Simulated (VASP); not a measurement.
Data:

```
CELL_PARAMETERS angstrom
      3.92894     0.00000     0.00000
     -1.96447     3.40248     0.00000
      0.00000     0.00000     4.85746
ATOMIC_POSITIONS crystal
  Pb 0.33333 0.66666 0.93880
  Pb 0.66667 0.33334 0.43880
  O  0.33333 0.66666 0.43620
  O  0.66667 0.33334 0.93620
```

The numbers are results of PBEsol GGA, VASP's PBE PAW potentials (set 64) (plane waves; VASP), not measurements. Settings: 620 eV cut-off, 7×7×5 Γ-centred mesh, Gaussian smearing of 0.050 eV, potentials Pb_d O.

Energy and stress use the plane-wave basis of the starting cell.

The ions, cell shape and volume at an external pressure of 45.0 GPa are relaxed. What does this cell relax into?

```
CELL_PARAMETERS angstrom
      3.83694     0.00000     0.00000
     -1.91847     3.32273     0.00000
      0.00000     0.00000     4.75418
ATOMIC_POSITIONS crystal
  Pb 0.33333 0.66666 0.93829
  Pb 0.66667 0.33334 0.43829
  O  0.33333 0.66666 0.43671
  O  0.66667 0.33334 0.93671
```
Space group P6_3/mmc (194), at a tolerance of 0.03 Å.

How do energy and volume change from the first to the last step?

The energy (σ→0) changes by +250.4 meV/atom and the volume by -6.7 %, in 8 ionic steps.

```
step  E(σ→0) (eV)  max force (eV/Å)  pressure (GPa)  volume (Å³)
----  -----------  ----------------  --------------  -----------
1        -20.8031             0.019           29.91        64.94
2        -15.9682             0.055           97.01        51.60
3        -19.8762             0.029           44.00        60.88
4        -19.8161             0.029           44.82        60.66
5        -19.7926             0.030           45.20        60.58
6        -19.8332             0.022           44.64        60.72
7        -19.8172             0.025           44.82        60.67
8        -19.8017             0.018           45.05        60.61
```

The structure was generated: PbO was put into the wurtzite type (P6_3mc), which need not be its known phase. This run relaxes it under an external pressure of 45 GPa. It ends in space group P6_3/mmc. Symmetry was kept, so distortions that lower it aren't found.
